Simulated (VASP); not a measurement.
VASP runs on YSi (a trial cell in the rocksalt structure, space group Fm-3m) share one base input (PBE GGA, plane waves, VASP's PBE PAW potentials (set 64)) and change the settings named in each case.

INCAR:
```
SYSTEM = YSi
PREC = Accurate
ENCUT = 400
EDIFF = 1E-6
NELM = 100
ALGO = Normal
LREAL = .FALSE.
LASPH = .TRUE.
ISMEAR = 1
SIGMA = 0.1
GGA = PE
LMAXMIX = 4
LWAVE = .FALSE.
LCHARG = .FALSE.
ISIF = 2
```

### POSCAR
```
YSi
1
    0.0000000000     3.0330190000     3.0330190000
    3.0330190000     0.0000000000     3.0330190000
    3.0330190000     3.0330190000     0.0000000000
Si Y
1 1
Direct
  0.0000000000   0.0000000000   0.0000000000
  0.5000000000   0.5000000000   0.5000000000
```

**KPOINTS**
```
Automatic mesh
0
Gamma
9 9 9
0 0 0
```

POTCAR, in this order: Si Y_sv (PBE.64 set). Program: vasp_std.

```
change                         electronic steps
-----------------------------  ----------------
base run                                     13
ALGO = Fast                                  19
ALGO = VeryFast                              33
ALGO = All                                   25
ALGO = Damped (not converged)               100
ALGO = Conjugate                             25
```

Left out are runs that ran out of time, are held back, or changed the cell or the kind of run, fixed moments of cells without a moment, rows past the twelfth, gaps on odd meshes, pressures of charged cells and columns that move by less than the noise.

The structure was generated: YSi was put into the rocksalt type (Fm-3m), which need not be its known phase. The cell was not relaxed at this level. The electron count is odd and the run is not spin-polarised, which forces a metal.
